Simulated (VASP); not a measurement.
Energy against volume of MgS (rock salt). Computed with optB86b-vdW, VASP's PBE PAW potentials (set 64) (plane waves; VASP). Settings: 520 eV cut-off, 9×9×9 Γ-centred mesh, Gaussian smearing of 0.050 eV, potentials Mg S.

```csv
V (Å³/atom),E (eV/atom)
16.478,-2.90551
17.004,-2.91884
17.530,-2.92318
18.055,-2.91979
```

Q: Fit these four points and predict the energy of the run at 18.581 Å³/atom.

A: A cubic in V^(−2/3), the third-order Birch-Murnaghan form, passes through the four points with V0 = 17.55 Å³/atom and B0 = 78 GPa, and gives -2.9097 eV/atom there. The run gave -2.9098 eV/atom, -0.1 meV/atom from the fit; all five points give B0 = 78 GPa.

The compound is MgS in the rock salt structure. It was relaxed first.
